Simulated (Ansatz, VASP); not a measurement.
# MgBe2S3 in VASP and in Ansatz

```
CELL_PARAMETERS angstrom
3.86371 0.00000 0.00000
0.00000 3.86371 0.00000
0.00000 0.00000 8.38124
ATOMIC_POSITIONS crystal
Mg 0.00000 0.00000 0.00000
Be 0.50000 0.00000 0.50000
Be 0.00000 0.50000 0.50000
S 0.50000 0.50000 0.87053
S 0.50000 0.50000 0.12947
S 0.50000 0.50000 0.50000
```

Alike in both runs: functional PBE; k mesh 4 × 4 × 4; occupations gaussian, width 0.1 eV; no spin polarisation.

Ansatz relaxed the structure, and its values are those at the end. VASP's run is a single point on that final structure, the one shown.

|  | VASP | Ansatz |
| --- | --- | --- |
| version | VASP 6.6.1 | Ansatz 0.2.0 |
| potentials or method | VASP PAW PBE potentials, release 64 (Mg, Be, S) | scalar-relativistic, plane waves, PAW |
| plane-wave cutoff (eV) | 520 | 420 |
| valence electrons in the cell | 24 | 32 |

VASP gave:

```
gap on the k mesh at the Fermi level (eV) : none
pressure (GPa)                            : -0.1
rms of the force components (eV/Å)        : 0.026
```

Task: Estimate Ansatz's values.

Result: gap on the k mesh at the Fermi level (eV): none; pressure (GPa): 0.1; rms of the force components (eV/Å): 0.004.

A gap of «none» marks a metal or a gap that the smearing closes. The two sets of potentials don't hold the same shells in valence.

Caveats: the k mesh is coarse (spacing up to 0.41 Å⁻¹), so the values aren't converged.
